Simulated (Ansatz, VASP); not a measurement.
One calculation of Cs3SeF, two programs

Contents of INCAR:

```
SYSTEM = Cs3SeF
PREC = Accurate
ENCUT = 520
EDIFF = 1E-6
ISMEAR = 0
SIGMA = 0.05
LREAL = .FALSE.
LASPH = .TRUE.
NELM = 100
ALGO = Normal
ISIF = 2
LWAVE = .FALSE.
LCHARG = .TRUE.
GGA = CA
LELF = .TRUE.
LVHAR = .TRUE.
NBANDS = 28
```

File KPOINTS:

```
Automatic mesh
0
G
  4 4 4
  0 0 0
```

Contents of POSCAR:

```
Cs3SeF
1.0
    6.0000000000      0.0000000000      0.0000000000
    0.0000000000      6.0000000000      0.0000000000
    0.0000000000      0.0000000000      6.0000000000
Se F Cs
1 1 3
Direct
    0.0000000000      0.0000000000      0.0000000000
    0.5000000000      0.5000000000      0.5000000000
    0.5000000000      0.5000000000      0.0000000000
    0.5000000000      0.0000000000      0.5000000000
    0.0000000000      0.5000000000      0.5000000000
```

Input for Ansatz:

```yaml
crystal:
  lattice:
    - [6.0, 0.0, 0.0]
    - [0.0, 6.0, 0.0]
    - [0.0, 0.0, 6.0]
  atoms:
    - { symbol: Se, position: [0.0, 0.0, 0.0] }
    - { symbol: F, position: [0.5, 0.5, 0.5] }
    - { symbol: Cs, position: [0.5, 0.5, 0.0] }
    - { symbol: Cs, position: [0.5, 0.0, 0.5] }
    - { symbol: Cs, position: [0.0, 0.5, 0.5] }
basis:
  ecutwfc: 420
kpoints:
  mp_grid: { grid: [4, 4, 4] }
hamiltonian:
  xc: lda
scf:
  occupations: { method: gaussian, width: 0.05 }
output:
  forces: true
  stress: true
  eigenvalues: true
```

The cell comes from a database or a generator and needn't be the stable form of this composition.

Alike in both runs: task single point; functional LDA; k mesh 4 × 4 × 4; occupations gaussian, width 0.05 eV; no spin polarisation.

|  | VASP | Ansatz |
| --- | --- | --- |
| version | VASP 6.6.1 | Ansatz 0.2.0 |
| potentials or method | VASP PAW LDA potentials, release 64 (Se, F, Cs_sv) | scalar-relativistic, plane waves, PAW |
| plane-wave cutoff (eV) | 520 | 420 |
| valence electrons in the cell | 40 | 50 |

```csv
,VASP,Ansatz,Ansatz less VASP
gap on the k mesh at the Fermi level (eV),1.31,1.30,-0.008
least direct gap on the mesh (eV),1.31,1.30,-0.008
pressure (GPa),-3.3,-3.3,-0.02
```

The two sets of potentials don't hold the same shells in valence.

Caveats: spin-orbit coupling is left out, which moves the levels of the heavy elements. Expect the measured gap to be larger: semilocal functionals such as LDA lack the derivative discontinuity.
